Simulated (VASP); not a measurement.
Input:

```
PtSe2
1.0
    1.86500    -3.23027     0.00000
    1.86500     3.23027     0.00000
    0.00000     0.00000     5.08000
Pt Se
1 2
Direct
  0.00000   0.00000   0.00000
  0.33333   0.66667   0.25500
  0.66667   0.33333   0.74500
```

Level of theory: PBE GGA, VASP's PBE PAW potentials (set 64) (plane waves; VASP). Settings: 400 eV cut-off, 5×5×4 Γ-centred mesh, Gaussian smearing of 0.050 eV, potentials Pt Se.

Unless said otherwise, spin-orbit coupling is left out, though it shifts the bands of the heavy elements here.

Problem. Estimate the energy per atom (σ→0), pressure, largest force, band gap (on the k-mesh) with the smallest direct gap where there is one.

Solution. 
```
Quantity                                                     Value
------------------------  ----------------------------------------
band gap (on the k-mesh)  none (metal, semimetal or under 0.01 eV)
energy per atom (σ→0)                               -4.742 eV/atom
pressure                                                 47.1 kbar
largest force                                      0.00376 Ry/bohr
```

Only differences to runs with the same potentials and settings are physical.

The compound is PtSe2 in the 1T layered structure. The cell was not relaxed at this level. The k-mesh is coarse (spacing up to 0.39 per Å, 2π included), so the numbers may not be converged in it.
